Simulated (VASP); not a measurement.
Input of a VASP 6.6.1 run:

File INCAR:

```
ALGO     = Normal         # electronic algorithm
EDIFF    = 1E-7           # SCF threshold, eV
ENCUT    = 520            # plane-wave cutoff, eV
ISIF     = 2              # what is computed and relaxed
ISMEAR   = 0              # smearing method
LASPH    = True           # aspherical terms in the spheres
LCHARG   = True           # write CHGCAR
LMIXTAU  = True         
LREAL    = False          # projectors in reciprocal space
LVHAR    = True         
LWAVE    = False          # write WAVECAR
METAGGA  = R2SCAN         # meta-GGA
NELM     = 80             # most SCF steps
PREC     = Accurate       # precision mode
SIGMA    = 0.02           # smearing width, eV
```

KPOINTS

```
k-points
0
Gamma
  12 12 12
```

File POSCAR:

```
LiF                                     
1.0
    0.0000000000      1.9868334730      1.9868334730
    1.9868334730      0.0000000000      1.9868334730
    1.9868334730      1.9868334730      0.0000000000
  Li              F             
     1     1
Direct
     1.0000000000000000    0.0000000000000000    0.0000000000000000
     0.5000000000000000    0.5000000000000000    0.5000000000000000
```

Potentials or basis: VASP PAW PBE potentials, release 64 (Li_sv, F).

Launch:

```bash
$ cat potpaw_PBE.64/Li_sv/POTCAR potpaw_PBE.64/F/POTCAR > POTCAR
$ mpirun -np 1 vasp_std > vasp.out
```

(1) Predict the band gap on the k mesh.

Answers

(1) 10.67 eV, direct.
